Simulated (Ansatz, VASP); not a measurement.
# P2S5 (P2S5 (P-1)): VASP beside Ansatz

Wanted: the spread between two codes on one cell, functional and k mesh. The structure shown is the start of the Ansatz relaxation below; VASP solves that cell, so the two are compared at the walk's first step.

Main program and level: Ansatz 0.2.0; plane waves, with VASP 6.6.1 beside it; single point at PBEsol.

### Step 1. Starting point

The cell holds 28 atoms: 8 P and 20 S. Its edges and angles: a = 9.321 Å, b = 9.461 Å, c = 9.462 Å, α = 92.6°, β = 101.1°, γ = 109.1°.

### Step 2. Ansatz: relaxation, PBEsol

Ansatz runs on its PAW soft_1 files.

The two programs are compared at the cell with which this relaxation starts, whose forces are those of its first step.

input.yaml

```yaml
crystal:
  lattice:
    - [9.3209008, 0.0, 0.0]
    - [-3.1006088, 8.9385038, 0.0]
    - [-1.8186041, -1.082604, 9.2224361]
  atoms:
    - { symbol: P, position: [0.2584225, 0.09019798, 0.81390114] }
    - { symbol: P, position: [0.7415775, 0.90980202, 0.18609886] }
    - { symbol: P, position: [0.91633456, 0.1627652, 0.7180587] }
    - { symbol: P, position: [0.08366544, 0.8372348, 0.2819413] }
    - { symbol: P, position: [0.26403972, 0.43280101, 0.70421925] }
    - { symbol: P, position: [0.73596028, 0.56719899, 0.29578075] }
    - { symbol: P, position: [0.17977797, 0.34203189, 0.03403126] }
    - { symbol: P, position: [0.82022203, 0.65796811, 0.96596874] }
    - { symbol: S, position: [0.3477017, 0.935927, 0.80893499] }
    - { symbol: S, position: [0.6522983, 0.064073, 0.19106501] }
    - { symbol: S, position: [0.02052247, 0.99694751, 0.71581226] }
    - { symbol: S, position: [0.97947753, 0.00305249, 0.28418774] }
    - { symbol: S, position: [0.3682258, 0.2665992, 0.70114296] }
    - { symbol: S, position: [0.6317742, 0.7334008, 0.29885704] }
    - { symbol: S, position: [0.28480133, 0.17667345, 0.02989336] }
    - { symbol: S, position: [0.71519867, 0.82332655, 0.97010664] }
    - { symbol: S, position: [0.70027276, 0.07602264, 0.62993646] }
    - { symbol: S, position: [0.29972724, 0.92397736, 0.37006354] }
    - { symbol: S, position: [0.02649808, 0.33758561, 0.60424184] }
    - { symbol: S, position: [0.97350192, 0.66241439, 0.39575816] }
    - { symbol: S, position: [0.94249676, 0.24759392, 0.93417226] }
    - { symbol: S, position: [0.05750324, 0.75240608, 0.06582774] }
    - { symbol: S, position: [0.36221582, 0.59408484, 0.60302068] }
    - { symbol: S, position: [0.63778418, 0.40591516, 0.39697932] }
    - { symbol: S, position: [0.28723152, 0.51754669, 0.91970261] }
    - { symbol: S, position: [0.71276848, 0.48245331, 0.08029739] }
    - { symbol: S, position: [0.20270719, 0.41945015, 0.23002874] }
    - { symbol: S, position: [0.79729281, 0.58054985, 0.76997126] }
basis:
  ecutwfc: 420
  xc_grid: 2
hamiltonian:
  xc: pbesol
  pseudopotentials: { kind: paw, azcp: { folder: soft_1 }, xc_functional: pbe }
kpoints:
  mp_grid: { grid: [3, 3, 3] }
scf:
  occupations: { method: fermi_dirac, width: 0.01 }
  max_iter: 150
output:
  forces: true
  stress: true
relax:
  f_tol: 0.01
  max_steps: 60
  cell: {}
checkpoint:
  write: "../pbesol.run"
  compress: false
  write_wavefunctions: false
  write_every: 100000
```

Launch:

```sh
$ ansatz run input.yaml --threads 4 --pin off --max-ram 6594MiB --backend cpu --events-out ev --progress --plain --runs-dir out
```

Numbers of over 12 decimals in the logs are rounded to 6 here.

What it wrote:

```text
Engine: ansatz 0.2.0, aarch64-unknown-linux-gnu
Pseudopotentials: kind: paw
Pseudopotential: P, paw, valence charge 5, recommended cutoff 420 eV (normal), soft_1/P.paw.azcp
Pseudopotential: S, paw, valence charge 6, recommended cutoff 420 eV (normal), soft_1/S.paw.azcp
Functional definition: PBEsol
  exchange = pbesol_x
  correlation = pbesol_c
Crystal: 28 atoms, lattice volume = 768.366 Å³
Basis set: ecut = 420 eV, 15027 PW (Γ), exchange–correlation on 128×128×128 points (8 copies of the dense FFT grid, shifted against one another)
Bands: 108, of which v1, the nominal top of the filled ones, is band 80 counted from 1 (79 counted from 0)
Symmetry: 2 space group operations
Space group: P-1 (ITA 2), of the structure as read, at distance tolerance 9.2e-5 Å
k-points: 14 of 27
Non-local potential: P, projectors of the file, l = 0: 2, l = 1: 2, l = 2: 1
Non-local potential: S, projectors of the file, l = 0: 2, l = 1: 2, l = 2: 1
PAW form: soft (Blöchl's): semilocal exchange-correlation on the pseudo side does not see the compensation charge
PAW frozen core: P, regenerated for the run's functional, and the local potential with it (the file was generated under x = pbe(κ = 0.804, μ = 0.219515), c = pbe(β = 0.066725))
PAW frozen core: S, regenerated for the run's functional, and the local potential with it (the file was generated under x = pbe(κ = 0.804, μ = 0.219515), c = pbe(β = 0.066725))
PAW one-centre angular grid: P, 110 points (default); XC on 64 Gauss nodes
PAW one-centre angular grid: S, 110 points (default); XC on 64 Gauss nodes
Initial density: superposition of atomic densities (chi_scale 0.1, normalization cell, long waves kept (reshape's long-wave potential 0.12 eV rms))
Initial wavefunctions: pseudopotential atomic-orbital guess
Functional: x = pbesol(κ = 0.804, μ = 0.123457), c = pbesol(β = 0.046)
SCF iter   1: F=—  HF=-23626.291346 eV  |F-HF|=—  |Δ(HF+E_count)|=         —  Δρ=3.91e-2  dr2=1.10e1  ethr=3.10e-3  ⟨swp⟩=8.4  Hψ=8945  notcnv=0  defer=30
preconditioner: auto → Resta (q_TF=auto, 2.100 Å⁻¹)  ε∞=3.8  [insulator: Δε(μ)=2.917 eV  Ē_g=10.097 eV  σ=0.010 eV  W_gap=1.00  n_scr=118 (ndim 8)  ℏωp=16.9 eV  f_vac=0.052  D(μ)=0.00/eV (n_scr^D=0)  ε∞_Penn≈3.8]
SCF iter   2: F=—  HF=-23623.261634 eV  |F-HF|=—  |Δ(HF+E_count)|=    3.03e0  Δρ=1.92e-2  dr2=2.24e0  ethr=3.10e-3  ⟨swp⟩=3.0  Hψ=2583  notcnv=0  defer=280
SCF iter   3: F=—  HF=-23622.659638 eV  |F-HF|=—  |Δ(HF+E_count)|=   6.02e-1  Δρ=4.37e-3  dr2=2.86e-1  ethr=1.40e-3  ⟨swp⟩=3.4  Hψ=2724  notcnv=0  defer=280
SCF iter   4: F=—  HF=-23622.628627 eV  |F-HF|=—  |Δ(HF+E_count)|=   3.10e-2  Δρ=1.43e-3  dr2=1.87e-2  ethr=1.79e-4  ⟨swp⟩=3.0  Hψ=2273  notcnv=0  defer=280
SCF iter   5: F=—  HF=-23622.636266 eV  |F-HF|=—  |Δ(HF+E_count)|=   7.64e-3  Δρ=3.76e-4  dr2=1.88e-3  ethr=1.17e-5  ⟨swp⟩=2.0  Hψ=2772  notcnv=0  defer=280
SCF iter   6: F=—  HF=-23622.638165 eV  |F-HF|=—  |Δ(HF+E_count)|=   1.90e-3  Δρ=1.57e-4  dr2=3.64e-4  ethr=1.18e-6  ⟨swp⟩=2.0  Hψ=2284  notcnv=0  defer=280
SCF iter   7: F=—  HF=-23622.638404 eV  |F-HF|=—  |Δ(HF+E_count)|=   2.39e-4  Δρ=4.32e-5  dr2=2.60e-5  ethr=2.27e-7  ⟨swp⟩=2.0  Hψ=2045  notcnv=0  defer=280
SCF iter   8: F=—  HF=-23622.638914 eV  |F-HF|=—  |Δ(HF+E_count)|=   5.10e-4  Δρ=1.99e-5  dr2=7.01e-6  ethr=1.62e-8  ⟨swp⟩=2.1  Hψ=2373  notcnv=0  defer=280
SCF iter   9: F=—  HF=-23622.638918 eV  |F-HF|=—  |Δ(HF+E_count)|=   4.18e-6  Δρ=6.02e-6  dr2=5.91e-7  ethr=4.38e-9  ⟨swp⟩=2.0  Hψ=2023  notcnv=0  defer=280
SCF iter  10: F=—  HF=-23622.638919 eV  |F-HF|=—  |Δ(HF+E_count)|=   8.67e-7  Δρ=2.54e-6  dr2=1.06e-7  ethr=6.25e-11  ⟨swp⟩=6.0  Hψ=6410  notcnv=0
SCF iter  11: F=-23622.638919 eV  HF=-23622.638919 eV  |F-HF|=9.36e-9  |Δ(HF+E_count)|=   6.24e-8  Δρ=7.88e-7  dr2=9.59e-9  ethr=6.25e-11  ⟨swp⟩=5.0  Hψ=5647  notcnv=0
SCF 1 converged in 11 iterations: F = -23622.638919 eV  dr2 = 9.59e-9
  greatest PAW one-centre occupation: 0.868 electrons in one spin orbital (limit 2), on the S atom at site 27 (counted from 0), in its partial waves of l = 0
relax step   1: F+E_penalty+E_count = -23622.63891880 eV  Δ(F+E_penalty+E_count) = +0.000e0 eV  max|allowed force component| = 3.432e-1 eV/Å  Δτ_max = 0.0000 Å  P = +0.619 GPa  Ω = 768.366 Å³  (11 SCF iters, dr2 threshold 1.00e-7 eV, accepted)
[...]
relax step  27: F+E_penalty+E_count = -23622.73067131 eV  Δ(F+E_penalty+E_count) = -7.388e-5 eV  max|allowed force component| = 4.340e-3 eV/Å  Δτ_max = 0.0168 Å  P = -0.002 GPa  Ω = 763.557 Å³  energy of the carried Pulay correction = +5.346e-4 eV  (10 SCF iters, accepted)
[...]
relax step  28: F+E_penalty+E_count = -23622.73284331 eV  Δ(F+E_penalty+E_count) = -2.172e-3 eV  max|allowed force component| = 4.397e-3 eV/Å  Δτ_max = 0.0000 Å  P = +0.003 GPa  Ω = 763.557 Å³  stress off target by 2.05e-2 GPa  SCF on the basis re-selected at this cell (its energy is not comparable with the rows above)  (6 SCF iters)
basis re-selected at this cell: Δ(F+E_penalty+E_count) = -2.172e-3 eV, ΔP = +0.005 GPa vs the last step (what re-selecting the basis moved, of the pressure what is left beyond the Pulay correction that the steps carried, after the strain that the cell walked since its last selection, with what the two solves' SCF thresholds leave and, on support functions, any second-order correction that the steps lacked; it is no m [...]
SCF converged after 6 iterations
Free energy (F): -23622.732843 eV
Harris-Foulkes:  -23622.732843 eV  (|F-HF|=4.37e-11)
Internal energy: -23622.732843 eV  (E = F + TS)
E sigma→0 (E₀):  -23622.732843 eV
Fermi energy:    3.237061 eV
--- Per-component energies (eV) ---
  E_band       = -626.854417
  E_kinetic    = 2672.572596
  E_local      = -5899.697505  (includes V_loc(G=0)·N_el)
  E_nonlocal   = 948.689164
  E_hartree    = 2018.609014
  E_xc         = -2330.945487
  E_vxc        = -2130.228300  (∫ρ·V_xc dr)
  E_paw        = -16189.843768  (= ΣΔE_a)
  E_vpaw       = -255.408798  (= ΣTr[D̂ρ^β])
  E_aug_tail   = -0.000003  (compensation charges beyond the density's cutoff)
  E_ewald      = -4843.724613
  E_core_change = 1.607757  (= ΣΔE_core)
  E_smearing   = -0.000000  (= −TS)
  E_closure    = -0.000000  (closes the sum)
  Σ components = -23622.732843   (vs F -23622.732843, Δ=0.00e0)
--- Forces (eV/Å), atoms counted from 1 ---
  atom   1  P      0.00284996    -0.00300573     0.00348684
  atom   2  P     -0.00284996     0.00300573    -0.00348684
  atom   3  P     -0.00095575    -0.00244982    -0.00012820
  atom   4  P      0.00095575     0.00244982     0.00012820
  atom   5  P      0.00352931     0.00205338    -0.00017390
  atom   6  P     -0.00352931    -0.00205338     0.00017390
  atom   7  P      0.00253737     0.00072086    -0.00052194
  atom   8  P     -0.00253737    -0.00072086     0.00052194
  atom   9  S      0.00019229    -0.00017145    -0.00085501
  atom  10  S     -0.00019229     0.00017145     0.00085501
  atom  11  S     -0.00268449     0.00381616    -0.00281807
  atom  12  S      0.00268449    -0.00381616     0.00281807
  atom  13  S     -0.00439703    -0.00104309    -0.00040351
  atom  14  S      0.00439703     0.00104309     0.00040351
  atom  15  S     -0.00028532    -0.00262602    -0.00108037
  atom  16  S      0.00028532     0.00262602     0.00108037
  atom  17  S     -0.00035143     0.00059013     0.00026489
  atom  18  S      0.00035143    -0.00059013    -0.00026489
  atom  19  S     -0.00050382    -0.00404692     0.00122868
  atom  20  S      0.00050382     0.00404692    -0.00122868
  atom  21  S      0.00004044     0.00238676    -0.00090990
  atom  22  S     -0.00004044    -0.00238676     0.00090990
  atom  23  S     -0.00062733     0.00147522     0.00109502
  atom  24  S      0.00062733    -0.00147522    -0.00109502
  atom  25  S     -0.00140970     0.00268526     0.00044714
  atom  26  S      0.00140970    -0.00268526    -0.00044714
  atom  27  S     -0.00005997    -0.00055079    -0.00250225
  atom  28  S      0.00005997     0.00055079     0.00250225
  max |Σ_I F_I| component: 0.00e0 eV/Å
--- Stress (GPa, compression-positive) ---
        0.004451      -0.004947       0.014301
       -0.004947      -0.000814      -0.003133
        0.014301      -0.003133       0.004855
  P = ⅓ Tr σ = 0.0028 GPa (0.028 kbar)
--- Relaxed structure (27 steps of the walk, 24 accepted, 1 SCFs on fresh bases) ---
  F+E_penalty+E_count = -23622.73284331 eV   max|allowed force component| = 4.397e-3 eV/Å   (the final SCF, on the basis selected at the relaxed cell)
  cell:  # Å, volume = 763.5565 Å³
    - [9.357722, -0.162056, 0.418790]
    - [-3.268265, 8.816441, -0.058374]
    - [-1.392600, -0.946164, 9.242768]
  atoms:
    - { symbol: P, position: [0.215709, 0.080513, 0.761515] }
    - { symbol: P, position: [0.784291, 0.919487, 0.238485] }
    - { symbol: P, position: [0.900837, 0.186381, 0.758858] }
    - { symbol: P, position: [0.099163, 0.813619, 0.241142] }
    - { symbol: P, position: [0.246942, 0.440195, 0.679759] }
    - { symbol: P, position: [0.753058, 0.559805, 0.320241] }
    - { symbol: P, position: [0.208887, 0.344421, 0.025140] }
    - { symbol: P, position: [0.791113, 0.655579, 0.974860] }
    - { symbol: S, position: [0.279490, 0.912050, 0.718408] }
    - { symbol: S, position: [0.720510, 0.087950, 0.281592] }
    - { symbol: S, position: [-0.026323, 1.003365, 0.714937] }
    - { symbol: S, position: [1.026323, -0.00336513, 0.285063] }
    - { symbol: S, position: [0.320762, 0.258470, 0.634239] }
    - { symbol: S, position: [0.679238, 0.741530, 0.365761] }
    - { symbol: S, position: [0.282206, 0.161552, -0.019290] }
    - { symbol: S, position: [0.717794, 0.838448, 1.019290] }
    - { symbol: S, position: [0.679442, 0.113487, 0.718340] }
    - { symbol: S, position: [0.320558, 0.886513, 0.281660] }
    - { symbol: S, position: [0.00529323, 0.364646, 0.631251] }
    - { symbol: S, position: [0.994707, 0.635354, 0.368749] }
    - { symbol: S, position: [0.966890, 0.267850, 0.977732] }
    - { symbol: S, position: [0.033110, 0.732150, 0.022268] }
    - { symbol: S, position: [0.340023, 0.604001, 0.563386] }
    - { symbol: S, position: [0.659977, 0.395999, 0.436614] }
    - { symbol: S, position: [0.313451, 0.522912, 0.898061] }
    - { symbol: S, position: [0.686549, 0.477088, 0.101939] }
    - { symbol: S, position: [0.267853, 0.420010, 0.224777] }
    - { symbol: S, position: [0.732147, 0.579990, 0.775223] }
```

(Part 1 of 2 ends here.)

[Lines on the potential files, build, host, timing and source positions are cut from VASP's logs without a mark.]

[Logs are printed without paths, hosts, clocks, repeated set-up lines and the standing remarks that a program may print on its own settings, such as how far it seeks lower states.]

[Hosts, paths, dates, database ids (printed as entryN), source tags and the programs' standing remarks are cut or masked in the printed files.]
